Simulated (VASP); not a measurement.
Consider the following.

```
CELL_PARAMETERS angstrom
      1.60652    -2.78257     0.00000
      1.60652     2.78257     0.00000
      0.00000     0.00000     3.59556
ATOMIC_POSITIONS crystal
  Zr 0.00000 0.00000 0.00000
  B  0.33333 0.66667 0.50000
  B  0.66667 0.33333 0.50000
```

All values below come from revPBE GGA, VASP's PBE PAW potentials (set 64) (plane waves; VASP 6.6.1). Settings: 520 eV cut-off, 11×11×9 Γ-centred mesh, first-order Methfessel-Paxton smearing of 0.10 eV, potentials Zr_sv B.

Task: Give the stress tensor in GPa (positive for a compressed cell).

Result: 
```
-6.50   0.00   0.00
 0.00  -6.50   0.00
 0.00   0.00  -6.40
```
The pressure is its mean diagonal, -6.47 GPa.

The compound is ZrB2 in the AlB2 type structure. This cell is one point of a volume scan, at 1.03 of the reference volume.
